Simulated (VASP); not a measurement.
VASP runs on VAs (space group F-43m) share one base input (PBE GGA, plane waves, VASP's PBE PAW potentials (set 64)) and change the settings named in each case.

### INCAR
```
SYSTEM = VAs
PREC = Accurate; ENCUT = 300; LREAL = .FALSE.
LASPH = .TRUE.
EDIFF = 1E-6; NELM = 100; ALGO = Normal
LMAXMIX = 4
ISMEAR = 0; SIGMA = 0.272
GGA = PE
MAGMOM = 0.0 2.0
ISPIN = 2
ISIF = 2
LWAVE = .FALSE.; LCHARG = .FALSE.; LORBIT = 11
```

POSCAR:
```
VAs
1
    0.0000000000     2.8859290000     2.8859290000
    2.8859290000     0.0000000000     2.8859290000
    2.8859290000     2.8859290000     0.0000000000
As V
1 1
Direct
  0.2500000000   0.2500000000   0.2500000000
  0.0000000000   0.0000000000   0.0000000000
```

KPOINTS:
```
K-points
0
Gamma
  5 5 5
0 0 0
```

POTCAR, in this order: As V_sv (PBE.64 set). Program: vasp_std.

| change | E(σ→0) (eV/atom) | pressure (GPa) | −TS (eV) |
|---|---|---|---|
| base run | -6.6814 | -3.19 | -0.0676 |
| GGA removed, POTCAR As V_sv (LDA.64 set) | -7.2512 | -8.71 | -0.0812 |
| GGA_COMPAT = .FALSE., ISPIN removed, LNONCOLLINEAR = .TRUE., LSORBIT = .TRUE., MAGMOM = 0.0 0.0 0.0 0.0 0.0 2.0, program vasp_ncl | -6.6925 | -3.15 | -0.0675 |
| KPOINTS 3×3×3 Γ-centred mesh | -6.7235 | -3.61 | -0.0305 |
 Energies of different potentials or functionals have different zeros.  At 300 eV the pressure can carry a Pulay error.

Left out are runs that ran out of time, are held back, or changed the cell or the kind of run, fixed moments of cells without a moment, rows past the twelfth, gaps on odd meshes, pressures of charged cells and columns that move by less than the noise.

The structure was generated: VAs was put into an ordered model structure, which need not be its known phase. The cell was not relaxed at this level.
